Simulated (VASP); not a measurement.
Given:

```
CoGa
1.0
    2.88000     0.00000     0.00000
    0.00000     2.88000     0.00000
    0.00000     0.00000     2.88000
Ga Co
1 1
Direct
  0.50000   0.50000   0.50000
  0.00000   0.00000   0.00000
```

Method: PBE GGA, VASP's PBE PAW potentials (set 64) (plane waves; VASP). Run with EDIFF = 1E-4, 400 eV cut-off, 11×11×11 Γ-centred mesh, first-order Methfessel-Paxton smearing of 0.10 eV, potentials Ga_d Co.

### Question
Estimate the energy per atom (σ→0), band gap (on the k-mesh) with the smallest direct gap where there is one.

### Answer

```
Quantity                                                    Result
------------------------  ----------------------------------------
band gap (on the k-mesh)  none (metal, semimetal or under 0.01 eV)
energy per atom (σ→0)                               -5.238 eV/atom
```

Total energies compare only between runs with the same potentials, cut-off and functional.

The compound is CoGa in the CsCl type structure. The cell was not relaxed at this level. The run is one of a series of settings (EDIFF = 1E-4 against the base run), some of them coarse on purpose. The run is not spin-polarised, so no magnetic state was tried.
